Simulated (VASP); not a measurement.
```
InP
1.0
    0.00000     2.96793     2.96793
    2.96793     0.00000     2.96793
    2.96793     2.96793     0.00000
In P
1 1
Direct
  0.00000   0.00000   0.00000
  0.25000   0.25000   0.25000
```

Computed with PBEsol GGA, VASP's PBE PAW potentials (set 64) (plane waves; VASP 6.6.1). Settings: 520 eV cut-off, 8×8×8 Γ-centred mesh, Gaussian smearing of 0.050 eV, potentials In_d P.

Task: Give the stress tensor in GPa (positive for a compressed cell).

Result: 
```
-1.85   0.00   0.00
 0.00  -1.85   0.00
 0.00   0.00  -1.85
```
The pressure is its mean diagonal, -1.85 GPa.

The compound is InP in the zinc blende structure. This cell is one point of a volume scan, at 1.03 of the reference volume.
